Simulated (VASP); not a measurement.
OSZICAR of a VASP run on BN (wurtzite):

File OSZICAR:
```
       N       E                     dE             d eps       ncg     rms          rms(c)
DAV:   1     0.520447960570E+02    0.52045E+02   -0.87273E+03  1536   0.129E+03
DAV:   2    -0.324791974553E+02   -0.84524E+02   -0.79764E+02  2192   0.270E+02
DAV:   3    -0.349208962653E+02   -0.24417E+01   -0.24325E+01  2044   0.466E+01
DAV:   4    -0.349346911550E+02   -0.13795E-01   -0.13785E-01  1892   0.357E+00
DAV:   5    -0.349348478652E+02   -0.15671E-03   -0.15668E-03  2000   0.364E-01    0.934E+00
DAV:   6    -0.332972054888E+02    0.16376E+01   -0.46281E+00  1940   0.178E+01    0.453E+00
DAV:   7    -0.331993663495E+02    0.97839E-01   -0.21614E-01  1852   0.458E+00    0.273E+00
DAV:   8    -0.331871143123E+02    0.12252E-01   -0.65225E-02  1688   0.251E+00    0.224E-01
DAV:   9    -0.331864807949E+02    0.63352E-03   -0.20054E-03  2008   0.476E-01    0.107E-01
DAV:  10    -0.331869720891E+02   -0.49129E-03   -0.74898E-04  1744   0.267E-01    0.297E-02
DAV:  11    -0.331869959183E+02   -0.23829E-04   -0.10577E-04  1928   0.928E-02    0.152E-02
DAV:  12    -0.331869976790E+02   -0.17607E-05   -0.14409E-05  1924   0.380E-02    0.232E-03
DAV:  13    -0.331869980597E+02   -0.38075E-06   -0.48538E-07  1892   0.764E-03    0.724E-04
DAV:  14    -0.331869980615E+02   -0.18088E-08   -0.13759E-08  1132   0.132E-03
   1 F= -.33186998E+02 E0= -.33186998E+02  d E =0.000000E+00
```

**Question.** Which electronic solver shows in the log?

**Answer.** It is blocked Davidson (ALGO = Normal, or the opening steps of other solvers). The INCAR had ALGO = Normal.

**Question.** Can the final energy be trusted as converged?

**Answer.** The run converged. It stopped with EDIFF = 1E-7, NELM = 100 (RPBE GGA, plane waves, VASP's PBE PAW potentials (set 64)).

The compound is BN in the wurtzite structure, a metastable high-pressure form. It was relaxed first.
